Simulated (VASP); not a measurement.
Data:

```yaml
crystal:
  lattice:
    - [2.44465, 0.00000, 0.00000]
    - [-1.22233, 2.11713, 0.00000]
    - [0.00000, 0.00000, 3.96583]
  atoms:
    - { symbol: Mn, position: [0.33333, 0.66667, 0.25000] }
    - { symbol: Mn, position: [0.66667, 0.33333, 0.75000] }
```

The numbers are results of PBEsol GGA, VASP's PBE PAW potentials (set 64) (plane waves; VASP), not measurements. Run with 400 eV cut-off, 19×19×10 Γ-centred mesh, tetrahedra with Blöchl corrections, potentials Mn_pv.

Question: Predict the energy per atom (σ→0), band gap (on the k-mesh) with the smallest direct gap where there is one.

Answer: 
```json
{
 "band gap (on the k-mesh)": "none (metal, semimetal or under 0.01 eV)",
 "energy per atom (σ→0)": "-9.708 eV/atom"
}
```

The absolute energy has meaning only against runs of the same code, potentials and settings.

The structure was generated: Mn was put into the hcp type (P6_3/mmc), which need not be its known phase. It was relaxed first, which changed the volume by -11 %. The run is not spin-polarised, so no magnetic state was tried.
